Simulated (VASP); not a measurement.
Output of a VASP run:

### OSZICAR
```
       N       E                     dE             d eps       ncg     rms          rms(c)
DAV:   1     0.455675985470E+02    0.45568E+02   -0.42077E+03   630   0.102E+03
DAV:   2    -0.479431697708E+01   -0.50362E+02   -0.47460E+02   854   0.158E+02
DAV:   3    -0.703372306396E+01   -0.22394E+01   -0.22355E+01   758   0.395E+01
DAV:   4    -0.707864212238E+01   -0.44919E-01   -0.44886E-01   980   0.611E+00
DAV:   5    -0.707937982985E+01   -0.73771E-03   -0.73757E-03   819   0.586E-01    0.256E+00
DAV:   6    -0.699585588729E+01    0.83524E-01   -0.23632E-01   685   0.279E+00    0.192E+00
DAV:   7    -0.700479802067E+01   -0.89421E-02   -0.82236E-02   857   0.194E+00    0.106E+00
DAV:   8    -0.701485391874E+01   -0.10056E-01   -0.19535E-02   671   0.122E+00    0.167E-01
DAV:   9    -0.701493966650E+01   -0.85748E-04   -0.45061E-04   955   0.179E-01    0.731E-02
DAV:  10    -0.701523536842E+01   -0.29570E-03   -0.56234E-04   663   0.201E-01    0.449E-02
DAV:  11    -0.701524476152E+01   -0.93931E-05   -0.15648E-05   932   0.323E-02    0.419E-03
DAV:  12    -0.701524720057E+01   -0.24390E-05   -0.26611E-06   682   0.141E-02    0.628E-03
DAV:  13    -0.701524688383E+01    0.31673E-06   -0.32445E-07   872   0.491E-03    0.121E-03
DAV:  14    -0.701524679140E+01    0.92430E-07   -0.15306E-08   362   0.112E-03
   1 F= -.70152468E+01 E0= -.70152468E+01  d E =-.424111E-12
```

### OUTCAR
```
------------------------ aborting loop because EDIFF is reached ----------------------------------------
  FORCE on cell =-STRESS in cart. coord.  units (eV):
  Direction    XX          YY          ZZ          XY          YZ          ZX
  --------------------------------------------------------------------------------------
  Total       -0.3507510     -0.3507510     -0.3507510     -0.0000000      0.0000000      0.0000000
  in kB      -14.6494634    -14.6494634    -14.6494634     -0.0000000      0.0000000      0.0000000
  external PRESSURE =     -14.6494634 kB  Pullay stress =       0.0000000 kB
  volume of cell :       38.36
      direct lattice vectors                 reciprocal lattice vectors
     0.000000000  2.676820516  2.676820516    -0.186788766  0.186788766  0.186788766
     2.676820516  0.000000000  2.676820516     0.186788766 -0.186788766  0.186788766
     2.676820516  2.676820516  0.000000000     0.186788766  0.186788766 -0.186788766
  FREE ENERGIE OF THE ION-ELECTRON SYSTEM (eV)
  ---------------------------------------------------
  free  energy   TOTEN  =        -7.0152467914 eV

  energy  without entropy=       -7.0152467914  energy(sigma->0) =       -7.01524679
```
(Selected blocks of OUTCAR.)

File POSCAR:
```
LiCl
1
    0.0000000000     2.6768205162     2.6768205162
    2.6768205162     0.0000000000     2.6768205162
    2.6768205162     2.6768205162     0.0000000000
Li Cl
1 1
Direct
  0.0000000000   0.0000000000   0.0000000000
  0.5000000000   0.5000000000   0.5000000000
```

Reconstruct the remaining input files.

Several could match; the one computed here: the input of the run itself, RPBE GGA, plane waves, VASP's PBE PAW potentials (set 64).

KPOINTS:
```
kpoints
0
G
 9 9 9
0 0 0
```

### INCAR
```
ALGO  =  Normal
EDIFF  =  1E-7
ENCUT  =  520
GGA  =  RP
ISIF  =  2
ISMEAR  =  0
LASPH  =  .TRUE.
LCHARG  =  .FALSE.
LREAL  =  .FALSE.
LWAVE  =  .FALSE.
NELM  =  100
PREC  =  Accurate
SIGMA  =  0.05
SYSTEM  =  LiCl
```

POTCAR, in this order: Li_sv Cl (PBE.64 set). Program: vasp_std.

The compound is LiCl in the rock salt structure. This cell is one point of a volume scan, at 1.06 of the reference volume.
